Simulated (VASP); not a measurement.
Here is the system:

```xyz
4
Lattice="-1.6938 1.6938 5.8088 1.6938 -1.6938 5.8088 1.6938 1.6938 -5.8088" Properties=species:S:1:pos:R:3 pbc="T T T"
Ta     0.0000     0.0000     8.7174
Ta     0.0000     1.6938     0.0042
Si     0.0000     0.0000     1.9244
Si     0.0000     1.6938     4.8288
```

Method: PBEsol GGA, VASP's PBE PAW potentials (set 64) (plane waves; VASP). Settings: 400 eV cut-off, Gaussian smearing of 0.050 eV, potentials Ta_pv Si.

**Question.** Give the energies of bands 7 to 18 at the high-symmetry points, in eV from the Fermi level.

**Answer.** 
```json
[
 {"band": "7", "Γ": "-10.72", "X": "-6.89", "P": "-6.89", "N": "-7.66", "M": "-9.52", "S": "-7.64", "R": "-6.91"},
 {"band": "8", "Γ": "-7.39", "X": "-6.89", "P": "-6.89", "N": "-7.28", "M": "-9.52", "S": "-7.36", "R": "-6.91"},
 {"band": "9", "Γ": "-5.03", "X": "-3.79", "P": "-3.85", "N": "-5.37", "M": "-2.58", "S": "-5.53", "R": "-3.84"},
 {"band": "10", "Γ": "-2.01", "X": "-3.79", "P": "-3.85", "N": "-4.33", "M": "-2.58", "S": "-4.12", "R": "-3.84"},
 {"band": "11", "Γ": "-1.53", "X": "-3.04", "P": "-2.92", "N": "-2.04", "M": "-1.92", "S": "-1.83", "R": "-2.99"},
 {"band": "12", "Γ": "-0.87", "X": "-3.04", "P": "-2.92", "N": "-1.44", "M": "-1.92", "S": "-1.42", "R": "-2.99"},
 {"band": "13", "Γ": "-0.48", "X": "-1.20", "P": "-1.31", "N": "-0.81", "M": "-1.16", "S": "-1.10", "R": "-1.17"},
 {"band": "14", "Γ": "-0.48", "X": "-1.20", "P": "-1.31", "N": "-0.69", "M": "-1.16", "S": "-0.66", "R": "-1.17"},
 {"band": "15", "Γ": "0.26", "X": "-0.11", "P": "-0.05", "N": "-0.64", "M": "1.82", "S": "-0.56", "R": "-0.14"},
 {"band": "16", "Γ": "0.26", "X": "-0.11", "P": "-0.05", "N": "0.97", "M": "1.82", "S": "0.70", "R": "-0.14"},
 {"band": "17", "Γ": "1.89", "X": "4.11", "P": "4.11", "N": "1.66", "M": "2.29", "S": "1.82", "R": "3.88"},
 {"band": "18", "Γ": "2.74", "X": "4.13", "P": "4.11", "N": "2.33", "M": "2.29", "S": "2.65", "R": "3.89"}
]
```

It has no gap at this level: it comes out as a metal or semimetal.

The structure was generated: TaSi was put into the NbAs type (I4_1md), which need not be its known phase. It was relaxed first.
